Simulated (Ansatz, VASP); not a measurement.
# Cross-check of HfO2 between VASP and Ansatz, part 2 of 3

Aim: how closely do two programs agree when they are given the same cell, functional and k mesh? The cell is taken from a series of runs on this material, whose earlier steps may have relaxed, scaled, displaced or heated it; both programs get it as it stands.

VASP 6.6.1 and Ansatz 0.2.0.

So far: The structure; Ansatz: zone-centre phonons, LDA.

## 3. VASP: zone-centre phonons, LDA

Level of this step: LDA; plane waves and PAW (O, Hf_pv) (VASP).

The same cell, functional (in two slightly different forms) and mesh now go to VASP, with its own data sets.

Lines of VASP's logs that name or quote its potential files are left out, and so is its time.

Input file INCAR:

```
SYSTEM = HfO2
PREC = Accurate
ENCUT = 600
EDIFF = 1E-08
NELM = 120
ISMEAR = 0
SIGMA = 0.01
LREAL = .FALSE.
ALGO = Normal
GGA = CA
NBANDS = 56
LASPH = .TRUE.
LORBIT = 11
LWAVE = .FALSE.
LCHARG = .FALSE.
ISIF = 2
IBRION = 8
LEPSILON = .TRUE.
GGA_COMPAT = .FALSE.
EFERMI = MIDGAP
KPAR = 2
```

Input file POSCAR:

```
HfO2
1.0
    5.0982461242      0.0000000000     -0.0171247454
    0.0000000000      5.1920380448      0.0000000000
   -0.8729290800      0.0000000000      5.0998307046
O Hf
8 4
Direct
    0.4485883076      0.7583012404      0.4818537461
    0.5514116924      0.2583012404      0.0181462539
    0.5514116924      0.2416987596      0.5181462539
    0.4485883076      0.7416987596      0.9818537461
    0.0727824168      0.3429656497      0.3345470068
    0.9272175832      0.8429656497      0.1654529932
    0.9272175832      0.6570343503      0.6654529932
    0.0727824168      0.1570343503      0.8345470068
    0.2769078559      0.0428202828      0.2080283579
    0.7230921441      0.5428202828      0.2919716421
    0.7230921441      0.9571797172      0.7919716421
    0.2769078559      0.4571797172      0.7080283579
```

Input file KPOINTS:

```
Automatic mesh
0
Gamma
4 4 4
0 0 0
```

The projector-augmented-wave data sets are O and Hf_pv (LDA family, release 64).

Run with:

```sh
> mpirun -np 2 vasp_std
```

Log:

```text
[banner, memory and clock lines left out]
running    2 mpi-ranks, on    1 nodes
 distrk:  each k-point on    1 cores,    2 groups
 distr:  one band on    1 cores,    1 groups

 POSCAR found type information on POSCAR O Hf
 POSCAR found :  2 types and      12 ions
 LDA part: xc-table for (Slater(with rela. corr.)+CA(PZ))
 , standard interpolation
 POSCAR, INCAR and KPOINTS ok, starting setup
 FFT: planning ... GRIDC
 FFT: planning ... GRID_SOFT
 FFT: planning ... GRID
 WAVECAR not read
 entering main loop
       N       E                     dE             d eps       ncg     rms          rms(c)
DAV:   1     0.583846452603E+03    0.58385E+03   -0.54397E+04  3360   0.176E+03
DAV:   2    -0.117467487891E+03   -0.70131E+03   -0.68079E+03  4184   0.428E+02
DAV:   3    -0.153482056097E+03   -0.36015E+02   -0.35855E+02  3952   0.866E+01
DAV:   4    -0.153964650379E+03   -0.48259E+00   -0.48163E+00  4208   0.109E+01
DAV:   5    -0.153971792436E+03   -0.71421E-02   -0.71397E-02  3992   0.125E+00    0.116E+02
DAV:   6    -0.133646445951E+03    0.20325E+02   -0.10747E+02  3728   0.413E+01    0.963E+01
DAV:   7    -0.133075291813E+03    0.57115E+00   -0.59026E+00  4080   0.118E+01    0.529E+01
DAV:   8    -0.132965073379E+03    0.11022E+00   -0.42704E-01  3912   0.349E+00    0.968E+00
DAV:   9    -0.132931863478E+03    0.33210E-01   -0.13911E-01  3824   0.194E+00    0.435E+00
DAV:  10    -0.132929444503E+03    0.24190E-02   -0.12144E-02  4192   0.530E-01    0.688E-01
DAV:  11    -0.132929463210E+03   -0.18707E-04   -0.14928E-03  4032   0.209E-01    0.354E-01
DAV:  12    -0.132929486615E+03   -0.23405E-04   -0.41356E-04  3904   0.982E-02    0.211E-01
DAV:  13    -0.132929466655E+03    0.19960E-04   -0.12088E-04  3840   0.474E-02    0.247E-02
DAV:  14    -0.132929466214E+03    0.44104E-06   -0.11896E-05  4216   0.175E-02    0.369E-02
DAV:  15    -0.132929466310E+03   -0.95518E-07   -0.17142E-06  3976   0.590E-03    0.905E-03
DAV:  16    -0.132929466302E+03    0.73460E-08   -0.81554E-08  3920   0.132E-03
   1 F= -.13292947E+03 E0= -.13292947E+03  d E =0.000000E+00
 Linear response reoptimize wavefunctions to high precision
DAV:   1    -0.132929466295E+03    0.73196E-08   -0.69978E-08  3432   0.128E-03
DAV:   2    -0.132929466296E+03   -0.76307E-09   -0.64612E-09  2456   0.399E-04
DAV:   3    -0.132929466296E+03   -0.81855E-10   -0.45833E-10  2400   0.105E-04
 Linear response G [H, r] |phi>, progress :
  Direction:   1
       N       E                     dE             d eps       ncg     rms
RMM:   1    -0.368285191056E+03   -0.36829E+03    0.29628E+03  4836   0.234E+02
RMM:   2    -0.354247797874E+03    0.14037E+02   -0.15119E+02  5411   0.419E+01
RMM:   3    -0.355864292624E+03   -0.16165E+01   -0.10820E+01  6560   0.767E+00
RMM:   4    -0.355927945113E+03   -0.63652E-01   -0.78482E-01  7121   0.170E+00
RMM:   5    -0.355926098818E+03    0.18463E-02   -0.45791E-02  6683   0.405E-01
RMM:   6    -0.355926623453E+03   -0.52464E-03   -0.52306E-03  7074   0.109E-01
RMM:   7    -0.355926633807E+03   -0.10354E-04   -0.36788E-04  7018   0.340E-02
RMM:   8    -0.355926646253E+03   -0.12445E-04   -0.22622E-04  7017   0.151E-02
RMM:   9    -0.355926649987E+03   -0.37340E-05   -0.15204E-04  6913   0.115E-02
RMM:  10    -0.355926660617E+03   -0.10630E-04   -0.42118E-05  6839   0.107E-02
RMM:  11    -0.355926710044E+03   -0.49427E-04    0.16621E-04  6788   0.106E-02
RMM:  12    -0.355926622649E+03    0.87395E-04    0.44325E-04  6755   0.105E-02
 Linear response G [H, r] |phi>, progress :
  Direction:   2
       N       E                     dE             d eps       ncg     rms
RMM:   1    -0.365233626015E+03   -0.36523E+03    0.30230E+03  4804   0.235E+02
RMM:   2    -0.354105011801E+03    0.11129E+02   -0.15714E+02  5391   0.420E+01
RMM:   3    -0.355883851043E+03   -0.17788E+01   -0.11201E+01  6540   0.777E+00
RMM:   4    -0.355961490703E+03   -0.77640E-01   -0.86256E-01  7150   0.174E+00
RMM:   5    -0.355958856888E+03    0.26338E-02   -0.47439E-02  6712   0.409E-01
RMM:   6    -0.355959266503E+03   -0.40962E-03   -0.51682E-03  7106   0.110E-01
RMM:   7    -0.355959304788E+03   -0.38285E-04   -0.69652E-04  6974   0.351E-02
RMM:   8    -0.355959287847E+03    0.16941E-04   -0.32605E-04  7042   0.159E-02
RMM:   9    -0.355959282984E+03    0.48630E-05   -0.84658E-04  6904   0.125E-02
RMM:  10    -0.355959289947E+03   -0.69632E-05   -0.15630E-03  6774   0.117E-02
RMM:  11    -0.355959280916E+03    0.90311E-05   -0.20087E-03  6799   0.115E-02
RMM:  12    -0.355959301441E+03   -0.20525E-04   -0.10538E-03  6765   0.114E-02
 Linear response G [H, r] |phi>, progress :
  Direction:   3
       N       E                     dE             d eps       ncg     rms
RMM:   1    -0.365155718933E+03   -0.36516E+03    0.28386E+03  4760   0.232E+02
RMM:   2    -0.354814678414E+03    0.10341E+02   -0.15627E+02  5403   0.414E+01
RMM:   3    -0.356842629853E+03   -0.20280E+01   -0.12540E+01  6556   0.769E+00
[...]
Degree of freedom:   6/  9
       N       E                     dE             d eps       ncg     rms          rms(c)
RMM:   1    -0.369819179146E+00   -0.36982E+00    0.26873E-01  9081   0.218E+00
RMM:   2    -0.364275306926E+00    0.55439E-02   -0.11931E-02  6381   0.373E-01    0.945E-01
RMM:   3    -0.365337901612E+00   -0.10626E-02   -0.17505E-03  6913   0.132E-01    0.498E-01
[...]
RMM:   7    -0.236750849358E+00   -0.11933E-04   -0.14826E-05  8876   0.338E-03    0.306E-02
RMM:   8    -0.236752285978E+00   -0.14366E-05   -0.16075E-06  8204   0.198E-03    0.386E-03
RMM:   9    -0.236754257753E+00   -0.19718E-05    0.14543E-06  7450   0.129E-03    0.201E-03
RMM:  10    -0.236754452025E+00   -0.19427E-06   -0.31645E-07  8946   0.441E-04    0.288E-04
RMM:  11    -0.236754319928E+00    0.13210E-06    0.18649E-06  9019   0.238E-04    0.946E-05
RMM:  12    -0.236754318669E+00    0.12596E-08    0.10498E-06  8770   0.195E-04    0.488E-05
RMM:  13    -0.236754336074E+00   -0.17406E-07    0.95713E-07  9205   0.180E-04    0.187E-05
RMM:  14    -0.236754333958E+00    0.21158E-08    0.73330E-07  8812   0.172E-04    0.665E-06
RMM:  15    -0.236754340337E+00   -0.63787E-08    0.26430E-07  9154   0.169E-04    0.801E-06
RMM:  16    -0.236754334992E+00    0.53449E-08    0.60306E-07  9213   0.168E-04    0.184E-06
RMM:  17    -0.236754360998E+00   -0.26006E-07   -0.18758E-08  9129   0.167E-04    0.850E-07
RMM:  18    -0.236754359878E+00    0.11195E-08    0.25967E-07  9036   0.167E-04    0.719E-07
RMM:  19    -0.236754373097E+00   -0.13218E-07   -0.19201E-07  9033   0.167E-04    0.628E-07
RMM:  20    -0.236754370299E+00    0.27976E-08    0.17373E-07  9067   0.167E-04    0.325E-07
RMM:  21    -0.236754380740E+00   -0.10440E-07   -0.27947E-07  9118   0.167E-04    0.385E-07
RMM:  22    -0.236754378128E+00    0.26118E-08    0.73409E-08  9217   0.167E-04    0.398E-07
 first order change of Fermi-energy   0.39554E+00
 force on displaced ion       9 direction 1 : -20.792  -0.443  -0.794
 Born effective charge ion    9 direction 1 :   5.335  -0.120   0.277
 Linear response progress:
  Degree of freedom:   8/  9
       N       E                     dE             d eps       ncg     rms          rms(c)
RMM:   1    -0.247571135103E+00   -0.24757E+00    0.25211E+00  4803   0.619E+00
RMM:   2    -0.238382006709E+00    0.91891E-02   -0.41177E-02  6058   0.803E-01    0.969E-01
RMM:   3    -0.237533089201E+00    0.84892E-03   -0.20983E-03  7376   0.140E-01    0.580E-01
RMM:   4    -0.236676622331E+00    0.85647E-03   -0.62085E-04  7741   0.904E-02    0.199E-01
RMM:   5    -0.236472268380E+00    0.20435E-03   -0.19127E-04  9035   0.300E-02    0.457E-02
RMM:   6    -0.236504427973E+00   -0.32160E-04   -0.18275E-06  7479   0.119E-02    0.335E-02
RMM:   7    -0.236517172541E+00   -0.12745E-04   -0.50417E-06  8763   0.366E-03    0.298E-02
RMM:   8    -0.236519604451E+00   -0.24319E-05   -0.12436E-05  8268   0.242E-03    0.337E-03
RMM:   9    -0.236522271300E+00   -0.26668E-05   -0.88626E-07  7318   0.145E-03    0.171E-03
RMM:  10    -0.236522468086E+00   -0.19679E-06   -0.22836E-06  8906   0.503E-04    0.296E-04
RMM:  11    -0.236522461266E+00    0.68197E-08   -0.18670E-06  8425   0.272E-04    0.709E-05
RMM:  12    -0.236522401514E+00    0.59752E-07   -0.53189E-07  8790   0.223E-04    0.112E-04
RMM:  13    -0.236522409716E+00   -0.82014E-08   -0.87259E-07  9063   0.197E-04    0.225E-05
RMM:  14    -0.236522294857E+00    0.11486E-06   -0.23961E-07  8991   0.190E-04    0.160E-05
[...]
RMM:  27    -0.236522177191E+00   -0.46976E-07    0.11644E-06  9679   0.185E-04    0.362E-07
RMM:  28    -0.236522136868E+00    0.40323E-07    0.15563E-06  9754   0.185E-04    0.443E-07
RMM:  29    -0.236522171148E+00   -0.34280E-07    0.12006E-06  9767   0.185E-04    0.357E-07
RMM:  30    -0.236522137796E+00    0.33352E-07    0.15194E-06  9835   0.185E-04    0.460E-07
RMM:  31    -0.236522179708E+00   -0.41912E-07    0.11492E-06  9880   0.185E-04    0.330E-07
RMM:  32    -0.236522132277E+00    0.47431E-07    0.15968E-06  9905   0.185E-04    0.401E-07
RMM:  33    -0.236522178303E+00   -0.46026E-07    0.10949E-06  9930   0.185E-04    0.332E-07
RMM:  34    -0.236522136689E+00    0.41614E-07    0.16011E-06  9943   0.185E-04    0.394E-07
 first order change of Fermi-energy  -0.23503E+00
 force on displaced ion       9 direction 2 :  -0.443 -22.053   0.589
 Born effective charge ion    9 direction 2 :  -0.400   5.320   0.351
 Linear response progress:
  Degree of freedom:   9/  9
       N       E                     dE             d eps       ncg     rms          rms(c)
RMM:   1    -0.248866624927E+00   -0.24887E+00    0.24301E+00  4836   0.611E+00
RMM:   2    -0.238652027278E+00    0.10215E-01   -0.41554E-02  6052   0.801E-01    0.977E-01
RMM:   3    -0.238015273626E+00    0.63675E-03   -0.18839E-03  7282   0.132E-01    0.579E-01
RMM:   4    -0.237279872712E+00    0.73540E-03   -0.70413E-04  8098   0.749E-02    0.188E-01
RMM:   5    -0.237077924107E+00    0.20195E-03   -0.15069E-04  9045   0.235E-02    0.387E-02
RMM:   6    -0.237101113971E+00   -0.23190E-04    0.11985E-06  7640   0.949E-03    0.292E-02
RMM:   7    -0.237112250734E+00   -0.11137E-04   -0.15931E-05  8796   0.312E-03    0.238E-02
RMM:   8    -0.237109113552E+00    0.31372E-05    0.52253E-06  8495   0.156E-03    0.485E-03
RMM:   9    -0.237112428500E+00   -0.33149E-05   -0.80411E-06  7871   0.774E-04    0.261E-04
RMM:  10    -0.237111932105E+00    0.49639E-06   -0.17543E-06  9109   0.356E-04    0.462E-04
RMM:  11    -0.237112127486E+00   -0.19538E-06   -0.48901E-06  9125   0.253E-04    0.213E-04
RMM:  12    -0.237112014677E+00    0.11281E-06   -0.30934E-06  9279   0.219E-04    0.141E-04
RMM:  13    -0.237111967237E+00    0.47440E-07   -0.28153E-06  9105   0.206E-04    0.102E-05
RMM:  14    -0.237112046217E+00   -0.78980E-07   -0.23018E-06  9249   0.200E-04    0.691E-06
RMM:  15    -0.237112086764E+00   -0.40547E-07   -0.34468E-06  9440   0.197E-04    0.904E-06
RMM:  16    -0.237111971378E+00    0.11539E-06   -0.17696E-06  9449   0.196E-04    0.145E-06
RMM:  17    -0.237111914192E+00    0.57186E-07   -0.12716E-06  9340   0.195E-04    0.167E-06
RMM:  18    -0.237111886108E+00    0.28083E-07   -0.10831E-06  9331   0.195E-04    0.189E-06
RMM:  19    -0.237111947753E+00   -0.61645E-07   -0.14080E-06  9306   0.195E-04    0.497E-07
RMM:  20    -0.237111891020E+00    0.56733E-07   -0.11028E-06  9389   0.195E-04    0.500E-07
RMM:  21    -0.237111951078E+00   -0.60059E-07   -0.14672E-06  9430   0.195E-04    0.534E-07
RMM:  22    -0.237111896425E+00    0.54654E-07   -0.98648E-07  9519   0.195E-04    0.476E-07
 first order change of Fermi-energy   0.26656E+00
 force on displaced ion       9 direction 3 :  -0.792   0.584 -21.839
 Born effective charge ion    9 direction 3 :   0.270   0.142   4.736
 Born effective charges drift removed
 Linear response finished
```

(Part 2 of 3 ends here.)

[Lines on the potential files, build, host, timing and source positions are cut from VASP's logs without a mark.]

[Logs are printed without paths, hosts, clocks, repeated set-up lines and the standing remarks that a program may print on its own settings, such as how far it seeks lower states.]

[Hosts, paths, dates, database ids (printed as entryN), source tags and the programs' standing remarks are cut or masked in the printed files.]
